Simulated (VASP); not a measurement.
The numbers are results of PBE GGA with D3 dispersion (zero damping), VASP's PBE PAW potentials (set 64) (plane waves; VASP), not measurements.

A VASP calculation is set up with these files.

KPOINTS:
```
k-points along high-symmetry lines
15
Line-mode
Reciprocal
  0.000000   0.000000   0.000000 ! GAMMA
  0.500000   0.000000   0.500000 ! X

  0.500000   0.000000   0.500000 ! X
  0.625000   0.250000   0.625000 ! U

  0.375000   0.375000   0.750000 ! K
  0.000000   0.000000   0.000000 ! GAMMA

  0.000000   0.000000   0.000000 ! GAMMA
  0.500000   0.500000   0.500000 ! L

  0.500000   0.500000   0.500000 ! L
  0.500000   0.250000   0.750000 ! W

  0.500000   0.250000   0.750000 ! W
  0.500000   0.000000   0.500000 ! X
```

### POSCAR
```
LiF
1
    0.0000000000     1.9979318234     1.9979318234
    1.9979318234     0.0000000000     1.9979318234
    1.9979318234     1.9979318234     0.0000000000
Li F
1 1
Direct
  0.0000000000   0.0000000000   0.0000000000
  0.5000000000   0.5000000000   0.5000000000
```

INCAR:
```
# general
SYSTEM = LiF
PREC   = Accurate
ENCUT  = 520
LREAL  = .False.
LASPH  = .True.
ICHARG = 11

# electronic loop
EDIFF  = 1E-7
NELM   = 100
ALGO   = Normal

# smearing
ISMEAR = 0
SIGMA  = 0.05

# functional
GGA    = PE
IVDW   = 11

# output
LWAVE  = .False.
LCHARG = .False.
LORBIT = 11
```

POTCAR, in this order: Li_sv F (PBE.64 set). Program: vasp_std. Read from the step before: CHGCAR.

The run wrote:

File OSZICAR:
```
       N       E                     dE             d eps       ncg     rms          rms(c)
DAV:   1     0.285339441028E+02    0.28534E+02   -0.56295E+03  1756   0.113E+03
DAV:   2    -0.848990940501E+01   -0.37024E+02   -0.36366E+02  1810   0.196E+02
DAV:   3    -0.937150779776E+01   -0.88160E+00   -0.88002E+00  2127   0.283E+01
DAV:   4    -0.937944610614E+01   -0.79383E-02   -0.79370E-02  2075   0.251E+00
DAV:   5    -0.937956965126E+01   -0.12355E-03   -0.12354E-03  2109   0.171E-01
DAV:   6    -0.937957024771E+01   -0.59645E-06   -0.59645E-06  2139   0.122E-02
DAV:   7    -0.937957025659E+01   -0.88841E-08   -0.88864E-08  2168   0.103E-03
   1 F= -.96718087E+01 E0= -.96718087E+01  d E =-.533368E-16
```

**OUTCAR**
```
 val. band max:       -0.8698789303   @ k =   0.0536   0.0536   0.1071

 cond. band min:       8.4392286596   @ k =   0.0000   0.0000   0.0000



 k-point     1 :       0.0000    0.0000    0.0000
  band No.  band energies     occupation
      1     -41.7382      2.00000
      2     -20.9116      2.00000
      3      -0.8710      2.00000
      4      -0.8710      2.00000
      5      -0.8710      2.00000
      6       8.4392      0.00000
      7      23.4167      0.00000
      8      23.4190      0.00000
      9      23.4218      0.00000

 k-point     2 :       0.0357    0.0000    0.0357
  band No.  band energies     occupation
      1     -41.7372      2.00000
      2     -20.9049      2.00000
      3      -0.9055      2.00000
      4      -0.8845      2.00000
      5      -0.8845      2.00000
      6       8.4913      0.00000
      7      22.7170      0.00000
      8      22.7171      0.00000
      9      23.2115      0.00000

 k-point     3 :       0.0714    0.0000    0.0714
  band No.  band energies     occupation
      1     -41.7340      2.00000
      2     -20.8841      2.00000
      3      -1.0081      2.00000
      4      -0.9242      2.00000
      5      -0.9242      2.00000
      6       8.6481      0.00000
      7      22.0118      0.00000
      8      22.0125      0.00000
      9      22.3265      0.00000

 k-point     4 :       0.1071    0.0000    0.1071
  band No.  band energies     occupation
      1     -41.7290      2.00000
      2     -20.8495      2.00000
      3      -1.1757      2.00000
      4      -0.9880      2.00000
      5      -0.9880      2.00000
      6       8.9060      0.00000
      7      21.3342      0.00000
      8      21.4152      0.00000
      9      21.4259      0.00000

 k-point     5 :       0.1429    0.0000    0.1429
  band No.  band energies     occupation
      1     -41.7223      2.00000
      2     -20.8017      2.00000
      3      -1.4026      2.00000
      4      -1.0722      2.00000
...
```

The density is held fixed in this step, so its total energy and stress have no physical meaning.

The compound is LiF in the rock salt structure. It was relaxed first.
